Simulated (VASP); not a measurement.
Energy against volume of HgTe (zinc blende). Calculation: PBE GGA with D3 dispersion (zero damping), VASP's PBE PAW potentials (set 64) (plane waves; VASP 6.6.1).

| V (Å³/atom) | E (eV/atom) |
|---|---|
| 33.030 | -2.08687 |
| 34.084 | -2.10053 |
| 35.138 | -2.10474 |
| 36.192 | -2.10113 |
| 37.246 | -2.09109 |

Q: Fit a third-order Birch-Murnaghan equation of state.

A: 
| Quantity | Value |
|---|---|
| volume per atom | 35.14 Å^3/atom |
| bulk modulus | 394 kbar |
| pressure derivative of the bulk modulus | 5.40 |
| lattice constant a | 12.380 bohr |

Measured: bulk modulus 42.3 GPa (computed value off by -6.9 %), as given by Cormac Toher et al., Physical Review Materials (2017), arXiv:1611.05714; a 6.460 Å (computed value off by +1.4 %), as given by R. J. Cava et al., Journal of Materials Chemistry C (2013), arXiv:1302.1059. The calculation is for a static lattice, while the measured bulk modulus, a hold thermal and zero-point effects, which are part of the difference.

The compound is HgTe in the zinc blende structure. It was relaxed first.
